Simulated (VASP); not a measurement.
Level of theory: PBE GGA, VASP's PBE PAW potentials (set 64) (plane waves; VASP 6.6.1).

Input for VASP

### POSCAR
```
Bi
1
    4.2487190000    -2.3202720000     0.0000000000
    4.2487190000     2.3202720000     0.0000000000
    2.9815930000     0.0000000000     3.8138410000
Bi
2
Direct
  0.2340000000   0.2340000000   0.2340000000
  0.7660000000   0.7660000000   0.7660000000
```

INCAR:
```
ALGO = Normal
EDIFF = 1E-6
ENCUT = 300
GGA = PE
ISIF = 2
ISMEAR = 0
LASPH = .TRUE.
LCHARG = .FALSE.
LMAXMIX = 4
LREAL = .FALSE.
LWAVE = .FALSE.
NELM = 100
PREC = Accurate
SIGMA = 0.1
SYSTEM = Bi
```

**KPOINTS**
```
Automatic mesh
0
Gamma
4 4 4
0 0 0
```

POTCAR, in this order: Bi_d (PBE.64 set). Program: vasp_std.

At this cut-off the stress carries a Pulay error, which pulls relaxed volumes low.

Q: Estimate the energy per atom (σ→0), pressure, largest force.

A: 
```yaml
energy per atom (σ→0): -3.908 eV/atom
pressure: -1.63 GPa
largest_force: 0.305 eV/Å
```

### OSZICAR
```
...
DAV:   4    -0.780015546376E+01   -0.55845E+00   -0.55724E+00   567   0.254E+01
DAV:   5    -0.782170879333E+01   -0.21553E-01   -0.21553E-01   667   0.410E+00    0.100E+00
DAV:   6    -0.781953761996E+01    0.21712E-02   -0.19570E-02   579   0.138E+00    0.625E-01
DAV:   7    -0.781943291418E+01    0.10471E-03   -0.13706E-02   524   0.117E+00    0.103E-01
DAV:   8    -0.781960802753E+01   -0.17511E-03   -0.15489E-03   557   0.382E-01    0.303E-02
DAV:   9    -0.781964216770E+01   -0.34140E-04   -0.11592E-04   644   0.984E-02    0.125E-02
DAV:  10    -0.781964131459E+01    0.85311E-06   -0.84020E-06   513   0.309E-02
   1 F= -.78196413E+01 E0= -.78167771E+01  d E =-.572842E-02
```

The structure is a typed Bi crystal. The cell was not relaxed at this level. The run is one of a series of settings (KPOINTS 4×4×4 Γ-centred mesh against the base run), some of them coarse on purpose.
